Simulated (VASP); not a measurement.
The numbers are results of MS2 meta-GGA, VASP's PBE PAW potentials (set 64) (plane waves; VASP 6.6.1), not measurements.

VASP ran on this input.

### POSCAR
```
CdS
1
    2.0842442560    -3.6100167715     0.0000000000
    2.0842442560     3.6100167715     0.0000000000
    0.0000000000     0.0000000000     6.7690096331
Cd S
2 2
Direct
  0.6666670000   0.3333330000   0.4999910596
  0.3333330000   0.6666670000   0.9999910596
  0.6666670000   0.3333330000   0.8770089404
  0.3333330000   0.6666670000   0.3770089404
```

### INCAR
```
SYSTEM = CdS
PREC = Accurate
ENCUT = 520
EDIFF = 1E-6
NELM = 100
ALGO = Normal
LREAL = .FALSE.
LASPH = .TRUE.
ISMEAR = 0
SIGMA = 0.05
METAGGA = MS2
LMIXTAU = .TRUE.
LMAXMIX = 4
LWAVE = .FALSE.
LCHARG = .FALSE.
IBRION = 2
ISIF = 3
NSW = 60
EDIFFG = -0.02
```

### KPOINTS
```
Automatic mesh
0
Gamma
6 6 3
0 0 0
```

POTCAR, in this order: Cd S (PBE.64 set). Program: vasp_std.

The resulting files:

File OSZICAR:
```
       N       E                     dE             d eps       ncg     rms          rms(c)
DAV:   1     0.222837766425E+03    0.22284E+03   -0.16478E+04   616   0.141E+03
DAV:   2    -0.308381299792E+02   -0.25368E+03   -0.24786E+03   652   0.352E+02
DAV:   3    -0.468401355218E+02   -0.16002E+02   -0.15901E+02   748   0.899E+01
DAV:   4    -0.470204016049E+02   -0.18027E+00   -0.18015E+00   694   0.994E+00
DAV:   5    -0.470228571719E+02   -0.24556E-02   -0.24553E-02   772   0.109E+00    0.210E+01
DAV:   6    -0.201298018069E+02    0.26893E+02   -0.64132E+01   634   0.118E+02    0.153E+01
DAV:   7    -0.166799436287E+02    0.34499E+01   -0.40441E+00   628   0.206E+01    0.879E+00
DAV:   8    -0.184946999725E+02   -0.18148E+01   -0.42395E+00   616   0.235E+01    0.340E+00
DAV:   9    -0.157831410010E+02    0.27116E+01   -0.19221E+00   616   0.151E+01    0.126E+00
DAV:  10    -0.148792193767E+02    0.90392E+00   -0.16678E+00   616   0.122E+01    0.114E+00
DAV:  11    -0.156576597713E+02   -0.77844E+00   -0.84330E-01   616   0.915E+00    0.345E-01
DAV:  12    -0.156586662818E+02   -0.10065E-02   -0.78991E-02   640   0.297E+00    0.788E-01
DAV:  13    -0.156560964386E+02    0.25698E-02   -0.91793E-02   628   0.339E+00    0.164E-01
DAV:  14    -0.156575833061E+02   -0.14869E-02   -0.88990E-04   754   0.296E-01    0.147E-01
DAV:  15    -0.156584765104E+02   -0.89320E-03   -0.36406E-04   634   0.187E-01    0.139E-01
DAV:  16    -0.156601390453E+02   -0.16625E-02   -0.70018E-04   628   0.328E-01    0.898E-02
DAV:  17    -0.156602224988E+02   -0.83453E-04   -0.14721E-04   634   0.137E-01    0.457E-02
DAV:  18    -0.156602335495E+02   -0.11051E-04   -0.32621E-05   694   0.599E-02    0.165E-02
DAV:  19    -0.156602558284E+02   -0.22279E-04   -0.36091E-05   658   0.609E-02    0.860E-03
DAV:  20    -0.156602569630E+02   -0.11346E-05   -0.48027E-07   512   0.613E-03    0.837E-03
DAV:  21    -0.156602568157E+02    0.14733E-06   -0.28768E-07   380   0.566E-03
   1 F= -.15660257E+02 E0= -.15660257E+02  d E =-.156603E+02
```

**OUTCAR**
```
------------------------ aborting loop because EDIFF is reached ----------------------------------------
  FORCE on cell =-STRESS in cart. coord.  units (eV):
  Direction    XX          YY          ZZ          XY          YZ          ZX
  --------------------------------------------------------------------------------------
  Total        0.0120902      0.0120902      0.0339968      0.0000000      0.0000000      0.0000000
  in kB        0.1901646      0.1901646      0.5347307      0.0000000      0.0000000      0.0000000
  external PRESSURE =       0.3050200 kB  Pullay stress =       0.0000000 kB
  volume of cell :      101.86
      direct lattice vectors                 reciprocal lattice vectors
     2.084244256 -3.610016772  0.000000000     0.239895108 -0.138503512  0.000000000
     2.084244256  3.610016772  0.000000000     0.239895108  0.138503512  0.000000000
     0.000000000  0.000000000  6.769009633     0.000000000  0.000000000  0.147732099
  FREE ENERGIE OF THE ION-ELECTRON SYSTEM (eV)
  ---------------------------------------------------
  free  energy   TOTEN  =       -15.6602568157 eV

  energy  without entropy=      -15.6602568157  energy(sigma->0) =      -15.66025682

 reached required accuracy - stopping structural energy minimisation
```
(Selected blocks of OUTCAR.)

The compound is CdS in the wurtzite structure. It was relaxed first. The start is the result of an earlier pass.
